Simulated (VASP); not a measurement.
# Zn2C in VASP: how settings move the PBE single point

The PBE single point of Zn2C in the antifluorite structure is repeated with altered inputs. Which of them can be trusted? This is a trial cell built on a prototype, not taken from a measured structure, and it needn't be the compound's ground state.

Code: VASP 6.6.1. PAW datasets, plane waves. These are computed values for a spin-unpolarised cell that may be hypothetical; none is a measurement.

### Step 1. Starting point

The cell comes from an earlier relaxation with r2SCAN in another program. Some of the altered inputs switch spin polarisation on.

The symmetry is Fm-3m (No. 225, cubic); a = 5.156 Å in the conventional setting, 11.42 Å³ an atom. Near C stand 8 Zn at 2.23 Å; near Zn stand 4 C at 2.23 Å.

Coordinates:

```xyz
3
Lattice="0.0000 2.5779 2.5779 2.5779 0.0000 2.5779 2.5779 2.5779 0.0000" Properties=species:S:1:pos:R:3 pbc="T T T"
C     0.0000    0.0000    0.0000
Zn    1.2890    1.2890    1.2890
Zn    3.8669    3.8669    3.8669
```

### Step 2. Reference

The input, INCAR:

```
ENCUT = 520.000000
SIGMA = 0.020000
EDIFF = 1.00e-07
GGA = PE
PREC = Accurate
IBRION = -1
ISIF = 2
ISMEAR = -1
NBANDS = 21
NELM = 120
NSW = 0
LASPH = .TRUE.
LCHARG = .FALSE.
LWAVE = .FALSE.
LREAL = .FALSE.
```

The input, KPOINTS:

```
KPOINTS created by Atomic Simulation Environment
0
Gamma
8 8 8
0 0 0
```

The input, POSCAR:

```
C  Zn
 1.0000000000000000
    -0.0000000000000000    2.5779490358415575    2.5779490358415575
     2.5779490358415575   -0.0000000000000000    2.5779490358415575
     2.5779490358415575    2.5779490358415575    0.0000000000000000
 C   Zn
   1   2
Cartesian
  0.0000000000000000 -0.0000000000000000  0.0000000000000000
  1.2889745179207788  1.2889745179207788  1.2889745179207788
  3.8669235537623363  3.8669235537623363  3.8669235537623363
```

A file KPOINTS_OPT adds named points for the levels; it doesn't enter the self-consistent loop.

Potentials: the recommended PBE PAW datasets, 28 valence electrons.

The run is started by

```console
$ mpirun -np 1 vasp_std
```

### Step 3. Variant 1

Edit INCAR of step 2 so:

```diff
@@ -4,3 +4,2 @@
 GGA = PE
-PREC = Accurate
 IBRION = -1
@@ -15 +14,10 @@
 LREAL = .FALSE.
+LDAU = .TRUE.
+LDAUTYPE = 2
+LDAUL = -1 2
+LDAUU = 0 6.0
+LDAUJ = 0 0
+LMAXMIX = 4
+ISPIN = 2
+MAGMOM = 3 3 -3
+PREC = Normal
```

KPOINTS is that of step 2.

POSCAR is that of step 2.

### Step 4. Variant 2

Edit INCAR of step 2 so:

```diff
@@ -9,3 +9,2 @@
 NBANDS = 21
-NELM = 120
 NSW = 0
@@ -14,2 +13,5 @@
 LWAVE = .FALSE.
-LREAL = .FALSE.
+ISPIN = 2
+MAGMOM = -2 2 2
+LREAL = Auto
+NELM = 89
```

KPOINTS is that of step 2.

POSCAR is that of step 2.

**Question.** What will these runs give? Wanted: for each run, changed; ending; energy change; pressure; electronic steps; usable.

**Answer**, as computed:

| run | changed | ending | energy change (meV/atom) | pressure (GPa) | gap on the mesh (eV; negative: overlap) | electronic steps | time | usable |
| --- | --- | --- | --- | --- | --- | --- | --- | --- |
| ref. | – | converged | 0 | 4.9 | 0.00 | 15 | 31 s | yes |
| 1 | LDAU = .TRUE., LDAUTYPE = 2, LDAUL = -1 2, LDAUU = 0 6.0, LDAUJ = 0 0, LMAXMIX = 4, ISPIN = 2, MAGMOM = 3 3 -3, PREC = Normal | converged | – | -3.6 | – | 17 | 24 s | yes |
| 2 | ISPIN = 2, MAGMOM = -2 2 2, LREAL = Auto, NELM = 89 | converged | -0.3 | 5.0 | – | 15 | 92 s | yes |

**Reading.** Of 2 altered inputs, 2 gave usable results. «ISPIN = 2, MAGMOM = -2 2 2, LREAL = Auto, NELM = 89» moves the energy by -0.3 meV/atom.
